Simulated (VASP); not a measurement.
Output of a VASP run:

OSZICAR:
```
       N       E                     dE             d eps       ncg     rms          rms(c)
DAV:   1     0.294912005259E+02    0.29491E+02   -0.61670E+03  1592   0.986E+02
DAV:   2    -0.115211547691E+02   -0.41012E+02   -0.39344E+02  1877   0.182E+02
DAV:   3    -0.133905418433E+02   -0.18694E+01   -0.18463E+01  2327   0.299E+01
DAV:   4    -0.134661320197E+02   -0.75590E-01   -0.75539E-01  2140   0.601E+00
DAV:   5    -0.134677368683E+02   -0.16048E-02   -0.16090E-02  2306   0.751E-01    0.275E+01
DAV:   6    -0.128631796563E+02    0.60456E+00   -0.13385E+00  1866   0.681E+00    0.187E+01
DAV:   7    -0.128303730583E+02    0.32807E-01   -0.95258E-01  2025   0.568E+00    0.370E+00
DAV:   8    -0.128096641176E+02    0.20709E-01   -0.23564E-01  1778   0.318E+00    0.380E-01
DAV:   9    -0.128083033053E+02    0.13608E-02   -0.14427E-02  1904   0.781E-01    0.191E-01
DAV:  10    -0.128080952902E+02    0.20802E-03   -0.12211E-03  1936   0.301E-01    0.162E-01
DAV:  11    -0.128081131616E+02   -0.17871E-04   -0.91678E-05  2259   0.804E-02    0.376E-02
DAV:  12    -0.128081098737E+02    0.32878E-05   -0.10946E-05  1896   0.301E-02    0.911E-03
DAV:  13    -0.128081103459E+02   -0.47212E-06   -0.52626E-07  2107   0.678E-03    0.438E-03
DAV:  14    -0.128081103296E+02    0.16271E-07   -0.11175E-07  1453   0.213E-03
   1 F= -.12808110E+02 E0= -.12808110E+02  d E =0.000000E+00
```

OUTCAR:
```
------------------------ aborting loop because EDIFF is reached ----------------------------------------
  FORCE on cell =-STRESS in cart. coord.  units (eV):
  Direction    XX          YY          ZZ          XY          YZ          ZX
  --------------------------------------------------------------------------------------
  Total       -0.0229462     -0.0229462     -0.0229462      0.0000000     -0.0000000     -0.0000000
  in kB       -0.7483537     -0.7483537     -0.7483537      0.0000000     -0.0000000     -0.0000000
  external PRESSURE =      -0.7483537 kB  Pullay stress =       0.0000000 kB
  volume of cell :       49.13
      direct lattice vectors                 reciprocal lattice vectors
     0.000000000  2.906887345  2.906887345    -0.172005290  0.172005290  0.172005290
     2.906887345  0.000000000  2.906887345     0.172005290 -0.172005290  0.172005290
     2.906887345  2.906887345  0.000000000     0.172005290  0.172005290 -0.172005290
 POSITION                                       TOTAL-FORCE (eV/Angst)
 -----------------------------------------------------------------------------------
      0.00000      0.00000      0.00000        -0.000000     -0.000000      0.000000
      2.90689      2.90689      2.90689         0.000000      0.000000     -0.000000
 -----------------------------------------------------------------------------------
    total drift:                               -0.000000      0.000000      0.000000
  FREE ENERGIE OF THE ION-ELECTRON SYSTEM (eV)
  ---------------------------------------------------
  free  energy   TOTEN  =       -12.8081103296 eV

  energy  without entropy=      -12.8081103296  energy(sigma->0) =      -12.80811033

 total charge

# of ion       s       p       d       f       tot
--------------------------------------------------
    1        2.185   6.325   1.026   0.022   9.558
    2        0.816   0.868   0.000   0.000   1.685
--------------------------------------------------
tot          3.002   7.193   1.026   0.022  11.243
```
(Selected blocks of OUTCAR.)

**POSCAR**
```
YSi
1
    0.0000000000     2.9068873448     2.9068873448
    2.9068873448     0.0000000000     2.9068873448
    2.9068873448     2.9068873448     0.0000000000
Y Si
1 1
Direct
  0.0000000000   0.0000000000   0.0000000000
  0.5000000000   0.5000000000   0.5000000000
```

Q: Write an INCAR and KPOINTS that could have produced this output.

A: Several could match; the one computed here: the input of the run itself, PBE GGA, plane waves, VASP's PBE PAW potentials (set 64).

### KPOINTS
```
K-points
0
Gamma
12 12 12
```

### INCAR
```
! general
SYSTEM   =  YSi
PREC     =  Accurate
ENCUT    =  400
LREAL    =  .FALSE.
LASPH    =  .TRUE.

! electronic loop
EDIFF    =  1E-7
NELM     =  100
ALGO     =  Normal
LMAXMIX  =  4

! smearing
ISMEAR   =  -5

! functional
GGA      =  PE

! ions
ISIF     =  2

! output
LWAVE    =  .FALSE.
LCHARG   =  .TRUE.
LORBIT   =  11
NEDOS    =  601
```

POTCAR, in this order: Y_sv Si (PBE.64 set). Program: vasp_std.

For a metal the tetrahedron method with Blöchl corrections gives inexact stress and forces.

The structure was generated: YSi was put into the rock salt type (Fm-3m), which need not be its known phase. It was relaxed first, which changed the volume by -28 %. The electron count is odd and the run is not spin-polarised, which forces a metal.
